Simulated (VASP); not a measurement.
Computed with r2SCAN meta-GGA, VASP's PBE PAW potentials (set 64) (plane waves; VASP).

Input for VASP

File KPOINTS:
```
Automatic mesh
0
Gamma
8 8 6
0 0 0
```

**INCAR**
```
! general
SYSTEM  = NiSb
PREC    = Accurate
ENCUT   = 520
LREAL   = .FALSE.
LASPH   = .TRUE.

! electronic loop
EDIFF   = 1E-6
NELM    = 100
ALGO    = Normal
LMAXMIX = 4
LMIXTAU = .TRUE.

! smearing
ISMEAR  = 1
SIGMA   = 0.1

! functional
METAGGA = R2SCAN

! ions
IBRION  = 2
NSW     = 60
ISIF    = 3
EDIFFG  = -0.02

! output
LWAVE   = .FALSE.
LCHARG  = .FALSE.
```

**POSCAR**
```
NiSb
1
    1.9548608328    -3.3859184447    -0.0000000000
    1.9548608328     3.3859184447    -0.0000000000
    0.0000000000    -0.0000000000     5.1051620218
Ni Sb
2 2
Direct
  0.0000000000   0.0000000000   0.5000000000
  0.0000000000   0.0000000000   0.0000000000
  0.3333330000   0.6666670000   0.2500000000
  0.6666670000   0.3333330000   0.7500000000
```

POTCAR, in this order: Ni Sb (PBE.64 set). Program: vasp_std.

The run wrote:

OUTCAR:
```
 ion  position               nearest neighbor table
   1  0.000  0.000  0.500-   2 2.55   2 2.55   4 2.59   3 2.59   4 2.59   3 2.59   4 2.59   3 2.59
  LATTYP: Found a hexagonal cell.
 ALAT       =     3.9097218047
 C/A-ratio  =     1.3057609408
 Subroutine PRICEL returns:
 Original cell was already a primitive cell.
 Subroutine GETGRP returns: Found 24 space group operations
The static configuration has the point symmetry D_3d.
 The point group associated with its full space group is D_6h.
The dynamic configuration has the point symmetry D_3d.
 Subroutine INISYM returns: Found 24 space group operations
 Subroutine IBZKPT returns following result:
 Found     40 irreducible k-points:

 Following reciprocal coordinates:
            Coordinates               Weight
  0.000000  0.000000  0.000000      1.000000
  0.125000 -0.000000  0.000000      6.000000
  0.250000 -0.000000  0.000000      6.000000
  0.375000 -0.000000  0.000000      6.000000
  0.500000 -0.000000  0.000000      3.000000
  0.125000  0.125000  0.000000      6.000000
  0.250000  0.125000  0.000000     12.000000
  0.375000  0.125000  0.000000     12.000000
...
```

### OSZICAR
```
       N       E                     dE             d eps       ncg     rms          rms(c)
DAV:   1     0.119113724559E+03    0.11911E+03   -0.13189E+04  1520   0.170E+03
DAV:   2    -0.710863481638E+02   -0.19020E+03   -0.18515E+03  1532   0.334E+02
DAV:   3    -0.808409303779E+02   -0.97546E+01   -0.94817E+01  1723   0.948E+01
DAV:   4    -0.811062183394E+02   -0.26529E+00   -0.26330E+00  1716   0.146E+01
DAV:   5    -0.811145440657E+02   -0.83257E-02   -0.83234E-02  1850   0.271E+00    0.129E+01
DAV:   6    -0.801632496097E+02    0.95129E+00   -0.36868E+01  1613   0.115E+02    0.174E+01
DAV:   7    -0.761352673254E+02    0.40280E+01   -0.11178E+01  1643   0.727E+01    0.421E+00
DAV:   8    -0.763440024383E+02   -0.20874E+00   -0.21833E+00  2116   0.180E+01    0.319E+00
DAV:   9    -0.763274779748E+02    0.16524E-01   -0.28471E-01  1829   0.952E+00    0.878E-01
DAV:  10    -0.763509089176E+02   -0.23431E-01   -0.37369E-02  1816   0.202E+00    0.408E-01
DAV:  11    -0.763507660536E+02    0.14286E-03   -0.35250E-03  2162   0.770E-01    0.147E-01
DAV:  12    -0.763515580675E+02   -0.79201E-03   -0.54327E-03  1831   0.100E+00    0.912E-02
DAV:  13    -0.763519337996E+02   -0.37573E-03   -0.58083E-04  1674   0.343E-01    0.462E-02
DAV:  14    -0.763518817404E+02    0.52059E-04   -0.50801E-05  1776   0.779E-02    0.125E-02
DAV:  15    -0.763519392752E+02   -0.57535E-04   -0.23443E-05  1834   0.713E-02    0.568E-03
DAV:  16    -0.763519183270E+02    0.20948E-04   -0.22786E-06   954   0.241E-02    0.271E-03
DAV:  17    -0.763519332350E+02   -0.14908E-04   -0.83006E-07   775   0.158E-02    0.114E-03
DAV:  18    -0.763519284710E+02    0.47639E-05   -0.14569E-07   769   0.610E-03    0.453E-04
DAV:  19    -0.763519294881E+02   -0.10171E-05   -0.34849E-08   769   0.212E-03    0.400E-04
DAV:  20    -0.763519291693E+02    0.31875E-06   -0.83448E-09   769   0.103E-03
   1 F= -.76351929E+02 E0= -.76351621E+02  d E =-.763519E+02
       N       E                     dE             d eps       ncg     rms          rms(c)
DAV:   1    -0.767203609155E+02   -0.36843E+00   -0.38377E+00  1628   0.341E+01    0.567E+00
DAV:   2    -0.773047700623E+02   -0.58441E+00   -0.81327E+00  1692   0.550E+01    0.841E+00
DAV:   3    -0.763615409872E+02    0.94323E+00   -0.36389E+00  1669   0.353E+01    0.113E+00
DAV:   4    -0.763561690781E+02    0.53719E-02   -0.85232E-02  1547   0.298E+00    0.536E-01
DAV:   5    -0.763528365884E+02    0.33325E-02   -0.76478E-03  2052   0.156E+00    0.986E-02
DAV:   6    -0.763529308944E+02   -0.94306E-04   -0.13466E-03  1606   0.413E-01    0.598E-02
DAV:   7    -0.763530287797E+02   -0.97885E-04   -0.88003E-05  1624   0.910E-02    0.499E-02
DAV:   8    -0.763530119702E+02    0.16809E-04   -0.54052E-05  1947   0.110E-01    0.203E-02
DAV:   9    -0.763530354042E+02   -0.23434E-04   -0.85061E-05  1736   0.107E-01    0.219E-03
DAV:  10    -0.763530442725E+02   -0.88683E-05   -0.26597E-06  1275   0.208E-02    0.210E-03
DAV:  11    -0.763530438132E+02    0.45933E-06   -0.15195E-07   769   0.454E-03
   2 F= -.76353044E+02 E0= -.76352878E+02  d E =-.111464E-02
       N       E                     dE             d eps       ncg     rms          rms(c)
DAV:   1    -0.764394595113E+02   -0.86415E-01   -0.84882E-01  1634   0.158E+01    0.272E+00
DAV:   2    -0.765724122479E+02   -0.13295E+00   -0.16841E+00  1651   0.258E+01    0.387E+00
DAV:   3    -0.763577047584E+02    0.21471E+00   -0.72219E-01  1649   0.178E+01    0.379E-01
DAV:   4    -0.763582248853E+02   -0.52013E-03   -0.31152E-02  1587   0.111E+00    0.318E-01
DAV:   5    -0.763571144652E+02    0.11104E-02   -0.26106E-03  1821   0.995E-01    0.877E-02
DAV:   6    -0.763571344336E+02   -0.19968E-04   -0.21166E-04  1594   0.109E-01    0.581E-02
DAV:   7    -0.763571200771E+02    0.14357E-04   -0.26858E-05  2253   0.772E-02    0.126E-02
DAV:   8    -0.763571075591E+02    0.12518E-04   -0.18388E-05  1700   0.404E-02    0.382E-03
DAV:   9    -0.763571171754E+02   -0.96163E-05   -0.25916E-06  1285   0.164E-02    0.358E-03
DAV:  10    -0.763571115505E+02    0.56250E-05   -0.44973E-07   769   0.922E-03    0.271E-03
DAV:  11    -0.763571146334E+02   -0.30829E-05   -0.30688E-07   769   0.112E-02    0.756E-04
DAV:  12    -0.763571138054E+02    0.82798E-06   -0.41790E-08   766   0.175E-03
   3 F= -.76357114E+02 E0= -.76356863E+02  d E =-.518464E-02
```

**OUTCAR**
```
------------------------ aborting loop because EDIFF is reached ----------------------------------------
  FORCE on cell =-STRESS in cart. coord.  units (eV):
  Direction    XX          YY          ZZ          XY          YZ          ZX
  --------------------------------------------------------------------------------------
  Total        0.0300626      0.0300626     -0.0673864      0.0000000      0.0000000      0.0000000
  in kB        0.7028115      0.7028116     -1.5753773      0.0000000      0.0000000      0.0000000
  external PRESSURE =      -0.0565847 kB  Pullay stress =       0.0000000 kB
  volume of cell :       68.53
      direct lattice vectors                 reciprocal lattice vectors
     1.965013303 -3.403503041  0.000000000     0.254451204 -0.146907464  0.000000000
     1.965013303  3.403503041  0.000000000     0.254451204  0.146907464  0.000000000
    -0.000000000 -0.000000000  5.123618031     0.000000000  0.000000000  0.195174581
 POSITION                                       TOTAL-FORCE (eV/Angst)
 -----------------------------------------------------------------------------------
     -0.00000     -0.00000      2.56181         0.000000      0.000000     -0.000000
      0.00000      0.00000      0.00000        -0.000000      0.000000     -0.000000
      1.96501      1.13450      1.28090        -0.000000     -0.000000      0.000000
      1.96501     -1.13450      3.84271         0.000000     -0.000000     -0.000000
 -----------------------------------------------------------------------------------
    total drift:                                0.000000      0.000000      0.000000
  FREE ENERGIE OF THE ION-ELECTRON SYSTEM (eV)
  ---------------------------------------------------
  free  energy   TOTEN  =       -76.3571138054 eV

  energy  without entropy=      -76.3563601506  energy(sigma->0) =      -76.35686259

 reached required accuracy - stopping structural energy minimisation
```
(Selected blocks of OUTCAR.)

### CONTCAR
```
NiSb
   1.00000000000000
     1.9650133028972785   -3.4035030412324532    0.0000000000000000
     1.9650133028972785    3.4035030412324532    0.0000000000000000
    -0.0000000000000000   -0.0000000000000000    5.1236180310536827
  Ni              Sb
     2     2
Direct
     0.0000000000000000    0.0000000000000000    0.5000000000000000
     0.0000000000000000    0.0000000000000000    0.0000000000000000
     0.3333330000000032    0.6666669999999968    0.2500000000000000
     0.6666669999999968    0.3333330000000032    0.7500000000000000
```

The compound is NiSb in the NiAs type structure. This run relaxes it. Symmetry was kept, so distortions that lower it aren't found. The start is the result of an earlier pass. The run is not spin-polarised, so no magnetic state was tried.
